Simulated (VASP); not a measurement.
Given:

```
AlNi
1.0
    2.63853     0.00000     0.00000
    0.00000     2.63853     0.00000
    0.00000     0.00000     3.45836
Al Ni
1 1
Direct
  0.50000   0.50000   0.50000
  0.00000   0.00000   0.00000
```
Starting moments (μB, in the order of the record's atoms Al Ni): 0.0 2.0.

Level of theory: PBEsol GGA, VASP's PBE PAW potentials (set 64) (plane waves; VASP). Numerical set-up: 300 eV cut-off, 11×11×8 Γ-centred mesh, Gaussian smearing of 0.10 eV, potentials Al Ni.

At this cut-off the stress carries a Pulay error, which pulls relaxed volumes low.

Problem. Give the stress tensor in GPa (positive for a compressed cell).

Solution. 
```
  1.87    0.00    0.00
  0.00    1.87    0.00
  0.00    0.00  -10.73
```
The pressure is its mean diagonal, -2.33 GPa.

The structure was generated: AlNi was put into an ordered model structure, which need not be its known phase. The cell was not relaxed at this level.
